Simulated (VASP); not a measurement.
```yaml
crystal:
  lattice:
    - [1.22965, -2.12982, 0.00000]
    - [1.22965, 2.12982, 0.00000]
    - [0.00000, 0.00000, 3.96545]
  atoms:
    - { symbol: Co, position: [0.33333, 0.66667, 0.25000], spin: 1.6 }
    - { symbol: Co, position: [0.66667, 0.33333, 0.75000], spin: 1.6 }
```

Level of theory: vdW-DF-cx, VASP's PBE PAW potentials (set 64) (plane waves; VASP). Settings: 520 eV cut-off, Gaussian smearing of 0.050 eV, potentials Co.

Task: Give the spin-up energies of bands 1 to 12 at the high-symmetry points, in eV from the Fermi level.

Result: 
| band | Γ | M | K | A | L | H |
|---|---|---|---|---|---|---|
| 1 | -9.17 | -4.91 | -4.43 | -6.85 | -5.14 | -3.93 |
| 2 | -5.30 | -4.87 | -4.02 | -6.85 | -5.14 | -3.93 |
| 3 | -2.59 | -4.59 | -4.02 | -2.93 | -3.83 | -3.80 |
| 4 | -2.58 | -2.76 | -3.73 | -2.93 | -3.83 | -3.80 |
| 5 | -2.58 | -2.56 | -2.87 | -2.66 | -1.73 | -2.97 |
| 6 | -2.24 | -2.50 | -2.87 | -2.66 | -1.73 | -2.97 |
| 7 | -2.24 | -2.14 | -1.86 | -2.66 | -0.97 | -1.83 |
| 8 | -1.88 | -0.56 | -0.80 | -2.66 | -0.97 | -1.83 |
| 9 | -1.88 | -0.43 | -0.80 | -1.02 | -0.45 | -0.63 |
| 10 | -0.68 | -0.39 | -0.66 | -1.02 | -0.45 | -0.63 |
| 11 | -0.68 | 1.47 | 4.69 | -1.02 | 1.69 | 5.96 |
| 12 | -0.06 | 3.56 | 5.58 | -1.02 | 1.69 | 5.96 |

Task: Give the spin-down energies of bands 1 to 12 at the high-symmetry points, in eV from the Fermi level.

Result: 
| band | Γ | M | K | A | L | H |
|---|---|---|---|---|---|---|
| 1 | -9.11 | -4.04 | -3.21 | -6.72 | -4.18 | -2.74 |
| 2 | -4.39 | -3.78 | -3.00 | -6.72 | -4.18 | -2.74 |
| 3 | -1.06 | -3.45 | -3.00 | -1.63 | -2.53 | -2.69 |
| 4 | -1.06 | -1.90 | -2.79 | -1.63 | -2.53 | -2.69 |
| 5 | -1.06 | -1.24 | -1.48 | -1.14 | -0.12 | -1.82 |
| 6 | -0.67 | -1.11 | -1.48 | -1.14 | -0.12 | -1.82 |
| 7 | -0.67 | -0.67 | -0.36 | -1.14 | 0.27 | -0.24 |
| 8 | -0.24 | 1.20 | 0.92 | -1.14 | 0.27 | -0.24 |
| 9 | -0.24 | 1.35 | 0.92 | 0.71 | 1.31 | 1.10 |
| 10 | -0.04 | 1.38 | 1.09 | 0.71 | 1.31 | 1.10 |
| 11 | 1.07 | 2.67 | 5.48 | 0.71 | 2.33 | 6.61 |
| 12 | 1.07 | 4.52 | 6.33 | 0.71 | 2.33 | 6.61 |

It has no gap at this level: it comes out as a metal or semimetal.

The compound is Co in the hcp structure. It was relaxed first, which changed the volume by -6 %.
